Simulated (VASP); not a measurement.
All values below come from PBEsol GGA, VASP's PBE PAW potentials (set 64) (plane waves; VASP).

A VASP calculation is set up with these files.

POSCAR:
```
LiF
1
   -0.0000000000     2.0020442322     2.0020442322
    2.0020442322    -0.0000000000     2.0020442322
    2.0020442322     2.0020442322     0.0000000000
Li F
1 1
Direct
  0.0000000000   0.0000000000   0.0000000000
  0.5000000000   0.5000000000   0.5000000000
```

INCAR:
```
ALGO=Normal
EDIFF=1E-7
ENCUT=520
GGA=PS
ICHARG=11
ISMEAR=0
LASPH=.TRUE.
LCHARG=.FALSE.
LORBIT=11
LREAL=.FALSE.
LWAVE=.FALSE.
NELM=100
PREC=Accurate
SIGMA=0.05
SYSTEM=LiF
```

### KPOINTS
```
k-points along high-symmetry lines
15
Line-mode
Reciprocal
  0.000000   0.000000   0.000000 ! GAMMA
  0.500000   0.000000   0.500000 ! X

  0.500000   0.000000   0.500000 ! X
  0.625000   0.250000   0.625000 ! U

  0.375000   0.375000   0.750000 ! K
  0.000000   0.000000   0.000000 ! GAMMA

  0.000000   0.000000   0.000000 ! GAMMA
  0.500000   0.500000   0.500000 ! L

  0.500000   0.500000   0.500000 ! L
  0.500000   0.250000   0.750000 ! W

  0.500000   0.250000   0.750000 ! W
  0.500000   0.000000   0.500000 ! X
```

POTCAR, in this order: Li_sv F (PBE.64 set). Program: vasp_std. Read from the step before: CHGCAR.

Output of the run:

OSZICAR:
```
       N       E                     dE             d eps       ncg     rms          rms(c)
DAV:   1     0.285057774715E+02    0.28506E+02   -0.56533E+03  1733   0.114E+03
DAV:   2    -0.875051769577E+01   -0.37256E+02   -0.36272E+02  1768   0.199E+02
DAV:   3    -0.958943446065E+01   -0.83892E+00   -0.83737E+00  2253   0.285E+01
DAV:   4    -0.959626690789E+01   -0.68324E-02   -0.68257E-02  2091   0.233E+00
DAV:   5    -0.959635385454E+01   -0.86947E-04   -0.86942E-04  2096   0.148E-01
DAV:   6    -0.959635430709E+01   -0.45256E-06   -0.45257E-06  2115   0.109E-02
DAV:   7    -0.959635431425E+01   -0.71514E-08   -0.71288E-08  2160   0.878E-04
   1 F= -.95963543E+01 E0= -.95963543E+01  d E =-.695081E-24
```

**OUTCAR**
```
 val. band max:       -0.9982149149   @ k =   0.0536   0.0536   0.1071

 cond. band min:       8.0817334550   @ k =   0.0000   0.0000   0.0000



 k-point     1 :       0.0000    0.0000    0.0000
  band No.  band energies     occupation
      1     -41.1700      2.00000
      2     -20.9121      2.00000
      3      -0.9993      2.00000
      4      -0.9993      2.00000
      5      -0.9993      2.00000
      6       8.0817      0.00000
      7      23.0582      0.00000
      8      23.0605      0.00000
      9      23.0670      0.00000

 k-point     2 :       0.0357    0.0000    0.0357
  band No.  band energies     occupation
      1     -41.1689      2.00000
      2     -20.9054      2.00000
      3      -1.0345      2.00000
      4      -1.0129      2.00000
      5      -1.0129      2.00000
      6       8.1341      0.00000
      7      22.3417      0.00000
      8      22.3417      0.00000
      9      22.8158      0.00000

 k-point     3 :       0.0714    0.0000    0.0714
  band No.  band energies     occupation
      1     -41.1656      2.00000
      2     -20.8846      2.00000
      3      -1.1390      2.00000
      4      -1.0528      2.00000
      5      -1.0528      2.00000
      6       8.2920      0.00000
      7      21.6382      0.00000
      8      21.6391      0.00000
      9      21.8847      0.00000

 k-point     4 :       0.1071    0.0000    0.1071
  band No.  band energies     occupation
      1     -41.1603      2.00000
      2     -20.8499      2.00000
      3      -1.3095      2.00000
      4      -1.1170      2.00000
      5      -1.1170      2.00000
      6       8.5514      0.00000
      7      20.8877      0.00000
      8      21.0439      0.00000
      9      21.0525      0.00000

 k-point     5 :       0.1429    0.0000    0.1429
  band No.  band energies     occupation
      1     -41.1532      2.00000
      2     -20.8019      2.00000
      3      -1.5399      2.00000
      4      -1.2018      2.00000
...
```

The density is held fixed in this step, so its total energy and stress have no physical meaning.

The compound is LiF in the rock salt structure. It was relaxed first.
